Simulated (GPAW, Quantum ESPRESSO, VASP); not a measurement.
# Mo₂N (I4_1/amd, 6 atoms in the cell) computed with different codes at matched settings

Self-consistent single point, at a second geometry (lattice scaled by 0.98). First geometry:

```xyz
6
Lattice="-2.1486 2.1486 4.0140 2.1486 -2.1486 4.0140 2.1486 2.1486 -4.0140" Properties=species:S:1:pos:R:3 pbc="T T T"
Mo     0.0000     2.1486     3.9094
Mo     0.0000     0.0000     1.9023
Mo     0.0000     0.0000     6.1258
Mo     0.0000     2.1486     0.1047
N      2.1486     0.0000     2.0070
N      0.0000     0.0000     4.0140
```

Shared settings, as Quantum ESPRESSO writes them: occupations = smearing; smearing = fd; degauss = 0.0073499 Ry; K_POINTS = automatic 7 7 7 0 0 0. Potentials and cutoffs stand in the table.

| code | model | ΔF from the first geometry (meV/atom) | pressure (GPa) | largest force (eV/Å) | cutoff |
|---|---|---|---|---|---|
| Quantum ESPRESSO | LDA (PZ), GBRV 1.5 ultrasoft (LDA) pseudopotentials | -53.5 | -2.48 | 0.145 | 40 Ry |
| GPAW | LDA (Perdew-Wang 92), GPAW PAW datasets LDA (gpaw-data 1.0.1) | -61.8 | – | 0.239 | 900 eV |
| VASP | LDA (PZ), VASP's LDA PAW potentials (set 64) | -47.3 | -3.57 | 0.123 | 400 eV |

For VASP (by 2.5 GPa) the energy change implies a higher mean pressure, against the two pressures, than for the other programs: a sign of finite-basis (Pulay) stress.

A dash marks a value that a program does not give, or that is left out as unsure.

On Quantum ESPRESSO's run: spin polarisation is off.

The spread over the programs that give each value: ΔF from the first geometry within 14.5 meV/atom; pressure within 1.09 GPa; largest force within 0.116 eV/Å.

The pressure of GPAW is left out: its cutoff lies under the one at which its stress was checked. In the force vectors, GPAW (by 0.094) lies more than 0.08 eV/Å from the median of the plane-wave programs.

VASP's run is marked for a possible Pulay error in its stress at this cutoff; no cutoff test was made.

The starting cell comes from a database of computed structures (which also holds hypothetical and non-ambient phases and stackings), without a prior relaxation at this level. Its lattice was rescaled by a random factor within 2.5 % of one. For this run, on top of that: lattice scaled by 0.98.

Left out of this page: Ansatz, ABINIT, FLEUR and SIESTA (not drawn, or without a comparable value).
